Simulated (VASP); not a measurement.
**Nb2B: relaxation of cell and atoms with PBE**

The system is Nb2B.

```
CELL_PARAMETERS angstrom
4.40760 0.00000 0.00000
-2.20380 3.81710 0.00000
0.00000 0.00000 2.66855
ATOMIC_POSITIONS crystal
Nb 0.33333 0.66667 0.50000
Nb 0.66667 0.33333 0.50000
B 0.00000 0.00000 0.00000
```

The cell was built by a generator and needn't be a form met in nature.

* Program: VASP 6.6.1
* Task: relaxation of cell and atoms
* Functional: PBE
* Potentials or basis: VASP PAW PBE potentials, release 64 (Nb_sv, B)
* Cutoff: 600 eV
* k mesh: 7 × 7 × 10
* Occupations: fermi-dirac, width 0.05 eV
* Spin: no spin polarisation
* Target pressure: 20 GPa
* Further INCAR settings: ALGO = Normal; EDIFF = 1e-07; IBRION = 2; EDIFFG = -0.01; NSW = 40; ISIF = 3
* Target pressure: 20 GPa

```json
{
  "Relaxed volume": "13.52 Å³/atom",
  "Relaxed cell": "a = 4.258 Å, b = 4.258 Å, c = 2.583 Å, α = 90.00°, β = 90.00°, γ = 120.00°",
  "Space group after relaxing (to 0.05 Å)": "P6/mmm (No. 191)",
  "Energy change on relaxing (the enthalpy is what falls)": "+82.4 meV/atom",
  "Ionic steps": "7",
  "Pressure after relaxing": "19.9 GPa",
  "Band gap on the k mesh": "none (metal or under the smearing width)"
}
```

Stress tensor (GPa, compression positive):
```
19.90  0.00  0.00
 0.00 19.90  0.00
 0.00  0.00 20.00
```

Step by step:
```
step  energy change (eV)  largest force (eV/Å)  pressure (GPa)  volume (Å³)
   1              0.0000                0.0005           -0.11        44.90
   2              2.2088                0.0007           80.94        33.76
   3              0.2211                0.0001           18.70        40.77
   4              0.2436                0.0000           19.76        40.59
   5              0.2540                0.0000           20.24        40.50
   6              0.2409                0.0002           19.63        40.61
   7              0.2473                0.0001           19.93        40.56
```

Final structure:
```xyz
3
Lattice="4.2576 0.0000 0.0000 -2.1288 3.6872 0.0000 0.0000 0.0000 2.5834" Properties=species:S:1:pos:R:3 pbc="T T T"
Nb    0.0000    2.4582    1.2917
Nb    2.1288    1.2291    1.2917
B     0.0000    0.0000    0.0000
```

Levels at points of the mesh, in eV from the Fermi level:
| k point | band 11 | band 12 | band 13 | band 14 | band 15 | band 16 | band 17 | band 18 |
| --- | --- | --- | --- | --- | --- | --- | --- | --- |
| (0.00, 0.00, 0.00) | -3.83 | -3.83 | -1.53 | 0.14 | 0.14 | 2.25 | 2.25 | 2.76 |
| (0.00, 0.00, 0.50) | -4.10 | -4.10 | -2.15 | -2.15 | 0.31 | 0.31 | 1.37 | 1.37 |

Run time: 5.9 min on 1 thread of AMD EPYC 9R45 (Zen 5), on a shared host, peak memory 0.22 GiB.

Caveat: the cell is relaxed towards a set pressure, so the enthalpy falls and the energy may rise.
